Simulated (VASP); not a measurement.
## NaLaMnMoO6: band structure with PBE

NaLaMnMoO6:

```
Na La Mn Mo O
1.0
    -2.72705    2.72705    3.91230
     2.72705   -2.72705    3.91230
     2.72705    2.72705   -3.91230
Na La Mn Mo O
1 1 1 1 6
Direct
  0.25000 0.75000 0.50000
  0.75000 0.25000 0.50000
  0.50000 0.50000 0.00000
  0.00000 0.00000 0.00000
  0.20329 0.29711 0.50184
  0.29856 0.79671 0.09382
  0.79526 0.70144 0.49816
  0.70289 0.20474 0.90618
  0.25057 0.25057 0.00000
  0.74943 0.74943 0.00000
```

The cell was built by a generator and needn't be a form met in nature.

```
Program                : VASP 6.6.1
Task                   : band structure
Functional             : PBE
Potentials or basis    : VASP PAW PBE potentials, release 64 (Na_pv, La, Mn_pv, Mo_sv, O)
Cutoff                 : 520 eV
k mesh                 : 7 × 7 × 7
Occupations            : fermi-dirac, width 0.05 eV
Spin                   : collinear spin, ferromagnetic start
Starting moments       : [0.0, 0.0, 4.0, 1.0, 0.0, 0.0, 0.0, 0.0, 0.0, 0.0] μB
Further INCAR settings : ALGO = Normal; EDIFF = 1e-07; NBANDS = 56
```

* Band gap along the path: none (metal or under the smearing width)
* Net moment: 2.23 μB per cell

Wall time 17 min on 4 MPI ranks on Intel(R) Xeon(R) Platinum 8488C (Sapphire Rapids), with other jobs on the host, peak memory 1.1 GiB a rank.

Caveat: the log is that of the step along the path at fixed density, whose energy, stress, charges and moments have no meaning; spin-orbit coupling is left out, which moves the levels of the heavy elements; a cell with one magnetic atom can't hold antiferromagnetic order, which such compounds often take; semilocal functionals often make such compounds metallic where correlation or magnetic order opens a gap, which also shifts bond lengths.
